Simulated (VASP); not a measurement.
An input for Ansatz (written as the equivalent of a VASP run, and not itself run):

Ansatz 0.2 input:
```yaml
crystal:
  lattice:
    - [2.8561197, 0.0000000, 0.0000000]
    - [0.0000000, 2.8561197, 0.0000000]
    - [0.0000000, 0.0000000, 2.8561197]
  atoms:
    - { symbol: Al, position: [0.5000000, 0.5000000, 0.5000000] }
    - { symbol: Ru, position: [0.0000000, 0.0000000, 0.0000000] }
kpoints:
  mp_grid: { grid: [13, 13, 13] }
hamiltonian:
  xc: lda
  pseudopotentials: { kind: paw }
scf:
  occupations: { method: methfessel_paxton, width: 0.1 }
  max_iter: 100
relax:
  max_steps: 40
  f_tol: 0.02
  cell: { p_target: 30 }
output: { forces: true, stress: true, eigenvalues: true }
```

Q: Write the VASP files for the same calculation (LDA).

A: Several could match; the one computed here: 
File KPOINTS:
```
Automatic mesh
0
Gamma
13 13 13
0 0 0
```

INCAR:
```
SYSTEM = RuAl
PREC = Accurate
ENCUT = 500
EDIFF = 1E-6
NELM = 100
ALGO = Normal
LREAL = .FALSE.
LASPH = .TRUE.
ISMEAR = 1
SIGMA = 0.1
LMAXMIX = 4
LWAVE = .FALSE.
LCHARG = .FALSE.
IBRION = 2
ISIF = 3
NSW = 40
EDIFFG = -0.02
PSTRESS = 300
```

### POSCAR
```
RuAl
1
    2.8561197315    -0.0000000000    -0.0000000000
    0.0000000000     2.8561197315    -0.0000000000
   -0.0000000000     0.0000000000     2.8561197315
Al Ru
1 1
Direct
  0.5000000000   0.5000000000   0.5000000000
  0.0000000000   0.0000000000   0.0000000000
```

POTCAR, in this order: Al Ru_pv (LDA.64 set). Program: vasp_std.

What does not carry over: each code has its own PAW files, so the cut-off isn't converted (ENCUT is set for VASP's; basis.ecutwfc is left out, and Ansatz then takes the one that its files recommend); Ansatz stops its SCF on the density residual and VASP on the energy change (EDIFF); Ansatz's lda is the Perdew-Wang form, while the LDA potentials of VASP carry Perdew-Zunger's.

The compound is RuAl in the CsCl type structure. It was relaxed first under an external pressure of 30 GPa.
